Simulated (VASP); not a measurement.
Here is the system:

```
CELL_PARAMETERS angstrom
      3.22663     0.00000     0.00000
      0.00000     3.22663     0.00000
      0.00000     0.00000     3.22663
ATOMIC_POSITIONS crystal
  In 0.50000 0.50000 0.50000
  Pd 0.00000 0.00000 0.00000
```

Level of theory: PBE GGA, VASP's PBE PAW potentials (set 64) (plane waves; VASP 6.6.1). Numerical set-up: 500 eV cut-off, 11×11×11 Γ-centred mesh, first-order Methfessel-Paxton smearing of 0.10 eV, potentials In_d Pd.

Energy and stress use the plane-wave basis of the starting cell.

Task: The ions, cell shape and volume at an external pressure of 20.0 GPa are relaxed. Which structure does the run end with?

Result: 
```
CELL_PARAMETERS angstrom
      3.17058     0.00000     0.00000
      0.00000     3.17058     0.00000
      0.00000     0.00000     3.17058
ATOMIC_POSITIONS crystal
  In 0.50000 0.50000 0.50000
  Pd 0.00000 0.00000 0.00000
```
Space group Pm-3m (221), at a tolerance of 0.03 Å.

Task: How do energy and volume change from the first to the last step?

Result: The energy (σ→0) changes by +78.9 meV/atom and the volume by -5.1 %, in 4 ionic steps.

The compound is PdIn in the CsCl type structure. This run relaxes it under an external pressure of 20 GPa. Symmetry was kept, so distortions that lower it aren't found. The electron count is odd and the run is not spin-polarised, which forces a metal.
